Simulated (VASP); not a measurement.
These are PBEsol GGA, VASP's PBE PAW potentials (set 64) (plane waves; VASP 6.6.1) values and carry that method's errors.

VASP input:

**INCAR**
```
SYSTEM = Ca
PREC = Accurate
ENCUT = 480
EDIFF = 1E-6
NELM = 100
ALGO = Normal
LREAL = .FALSE.
LASPH = .TRUE.
ISMEAR = 1
SIGMA = 0.1
GGA = PS
LWAVE = .FALSE.
LCHARG = .FALSE.
IBRION = 2
ISIF = 3
NSW = 60
EDIFFG = -0.01
```

File KPOINTS:
```
Automatic mesh
0
Gamma
10 10 10
0 0 0
```

**POSCAR**
```
Ca
1.0
  0.0000000000   2.7900000000   2.7900000000
  2.7900000000   0.0000000000   2.7900000000
  2.7900000000   2.7900000000   0.0000000000
Ca
1
Cart
  0.0000000000   0.0000000000   0.0000000000
```

POTCAR, in this order: Ca_sv (PBE.64 set). Program: vasp_std.

Output of the run:

**OSZICAR**
```
       N       E                     dE             d eps       ncg     rms          rms(c)
DAV:   1     0.585960851125E+02    0.58596E+02   -0.50047E+03   846   0.954E+02
DAV:   2    -0.790305734956E+00   -0.59386E+02   -0.59186E+02   878   0.219E+02
DAV:   3    -0.208273847877E+01   -0.12924E+01   -0.12843E+01  1320   0.333E+01
DAV:   4    -0.213154288212E+01   -0.48804E-01   -0.48793E-01  1279   0.511E+00
DAV:   5    -0.213225062091E+01   -0.70774E-03   -0.70747E-03  1438   0.413E-01    0.232E+00
DAV:   6    -0.212777508069E+01    0.44755E-02   -0.74666E-03  1114   0.122E+00    0.139E+00
DAV:   7    -0.212527717418E+01    0.24979E-02   -0.13900E-02   952   0.176E+00    0.892E-02
DAV:   8    -0.212515196526E+01    0.12521E-03   -0.11326E-03  1019   0.333E-01    0.192E-02
DAV:   9    -0.212515987280E+01   -0.79075E-05   -0.99683E-05  1355   0.885E-02    0.502E-03
DAV:  10    -0.212515992971E+01   -0.56907E-07   -0.64703E-06  1187   0.291E-02
   1 F= -.21251599E+01 E0= -.21252786E+01  d E =-.212516E+01
       N       E                     dE             d eps       ncg     rms          rms(c)
DAV:   1    -0.228426728798E+01   -0.15911E+00   -0.43829E+00   904   0.248E+01    0.240E+00
DAV:   2    -0.216035525814E+01    0.12391E+00   -0.37560E-01   890   0.790E+00    0.120E+00
DAV:   3    -0.212953954622E+01    0.30816E-01   -0.23422E-01  1130   0.443E+00    0.378E-01
DAV:   4    -0.213087129776E+01   -0.13318E-02   -0.16308E-02  1006   0.149E+00    0.195E-01
DAV:   5    -0.213372140907E+01   -0.28501E-02   -0.42386E-03  1298   0.344E-01    0.965E-02
DAV:   6    -0.213399852683E+01   -0.27712E-03   -0.44336E-04  1443   0.152E-01    0.352E-02
DAV:   7    -0.213398388881E+01    0.14638E-04   -0.38287E-05  1045   0.755E-02    0.704E-03
DAV:   8    -0.213398552531E+01   -0.16365E-05   -0.32467E-05  1337   0.326E-02    0.122E-03
DAV:   9    -0.213398620503E+01   -0.67972E-06   -0.19486E-07   522   0.476E-03
   2 F= -.21339862E+01 E0= -.21339846E+01  d E =-.882628E-02
       N       E                     dE             d eps       ncg     rms          rms(c)
DAV:   1    -0.217662575816E+01   -0.42640E-01   -0.12315E+00   889   0.133E+01    0.125E+00
DAV:   2    -0.214268803893E+01    0.33938E-01   -0.10936E-01   888   0.421E+00    0.646E-01
DAV:   3    -0.213389674076E+01    0.87913E-02   -0.67592E-02  1114   0.237E+00    0.214E-01
DAV:   4    -0.213423212280E+01   -0.33538E-03   -0.49612E-03   957   0.843E-01    0.104E-01
DAV:   5    -0.213506870367E+01   -0.83658E-03   -0.13197E-03  1302   0.196E-01    0.490E-02
DAV:   6    -0.213514057291E+01   -0.71869E-04   -0.13158E-04  1417   0.795E-02    0.152E-02
DAV:   7    -0.213512918551E+01    0.11387E-04   -0.23360E-05   974   0.602E-02    0.192E-02
DAV:   8    -0.213513516276E+01   -0.59772E-05   -0.26292E-05  1352   0.457E-02    0.764E-04
DAV:   9    -0.213513527954E+01   -0.11677E-06   -0.87382E-08   444   0.279E-03
   3 F= -.21351353E+01 E0= -.21350372E+01  d E =-.997535E-02
```

File OUTCAR:
```
------------------------ aborting loop because EDIFF is reached ----------------------------------------
  FORCE on cell =-STRESS in cart. coord.  units (eV):
  Direction    XX          YY          ZZ          XY          YZ          ZX
  --------------------------------------------------------------------------------------
  Total        0.0041775      0.0041775      0.0041775     -0.0000000     -0.0000000      0.0000000
  in kB        0.1648127      0.1648127      0.1648127     -0.0000000     -0.0000000      0.0000000
  external PRESSURE =       0.1648127 kB  Pullay stress =       0.0000000 kB
  volume of cell :       40.61
      direct lattice vectors                 reciprocal lattice vectors
     0.000000000  2.728156450  2.728156450    -0.183273947  0.183273947  0.183273947
     2.728156450 -0.000000000  2.728156450     0.183273947 -0.183273947  0.183273947
     2.728156450  2.728156450 -0.000000000     0.183273947  0.183273947 -0.183273947
 POSITION                                       TOTAL-FORCE (eV/Angst)
 -----------------------------------------------------------------------------------
      0.00000      0.00000      0.00000         0.000000      0.000000     -0.000000
 -----------------------------------------------------------------------------------
    total drift:                               -0.000000     -0.000000     -0.000000
  FREE ENERGIE OF THE ION-ELECTRON SYSTEM (eV)
  ---------------------------------------------------
  free  energy   TOTEN  =        -2.1351352795 eV

  energy  without entropy=       -2.1348410800  energy(sigma->0) =       -2.13503721

 reached required accuracy - stopping structural energy minimisation
```
(Selected blocks of OUTCAR.)

### CONTCAR
```
Ca
   1.00000000000000
     0.0000000000000000    2.7281564496078219    2.7281564496078219
     2.7281564496078219   -0.0000000000000000    2.7281564496078219
     2.7281564496078219    2.7281564496078219   -0.0000000000000000
  Ca
     1
Direct
     0.0000000000000000    0.0000000000000000    0.0000000000000000
```

Energy and stress use the plane-wave basis of the starting cell.

The compound is Ca in the fcc structure. This run relaxes it. Symmetry was kept, so distortions that lower it aren't found.
